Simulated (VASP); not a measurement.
Data:

```yaml
crystal:
  lattice:
    - [0.00000, 2.48400, 2.48400]
    - [2.48400, 0.00000, 2.48400]
    - [2.48400, 2.48400, 0.00000]
  atoms:
    - { symbol: Al, position: [0.00000, 0.00000, 0.00000] }
    - { symbol: P, position: [0.25000, 0.25000, 0.25000] }
```

The numbers are results of PBEsol GGA, VASP's PBE PAW potentials (set 64) (plane waves; VASP), not measurements. Numerical set-up: 500 eV cut-off, 9×9×9 Γ-centred mesh, Gaussian smearing of 0.050 eV, potentials Al P.

Q: Estimate the energy per atom (σ→0), pressure.

A: 
- energy per atom (σ→0): -4.930 eV/atom
- pressure: 44.88 GPa

The compound is AlP in the zinc blende structure. It was relaxed first under an external pressure of 45 GPa.
